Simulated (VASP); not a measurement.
Data:

```
CELL_PARAMETERS angstrom
      3.82394     0.00000     0.00000
     -1.91197     3.31163     0.00000
      0.00000     0.00000     3.41111
ATOMIC_POSITIONS crystal
  In 0.00000 0.00000 0.00000
  P  0.66667 0.33333 0.50000
```

Computed with r2SCAN meta-GGA, VASP's PBE PAW potentials (set 64) (plane waves; VASP 6.6.1). Settings: 400 eV cut-off, 12×12×12 Γ-centred mesh, tetrahedra with Blöchl corrections, potentials In_d P.

Unless said otherwise, spin-orbit coupling is left out, though it shifts the bands of the heavy elements here.

Predict the energy per atom (σ→0), band gap (over mesh and band path) with the smallest direct gap where there is one.

```json
{
  "band gap (over mesh and band path)": "none (metal, semimetal or under 0.01 eV)",
  "energy per atom (σ→0)": "-15.660 eV/atom"
}
```

The absolute energy has meaning only against runs of the same code, potentials and settings.

The structure was generated: InP was put into the WC type (P-6m2), which need not be its known phase. It was relaxed first, which changed the volume by +15 %.
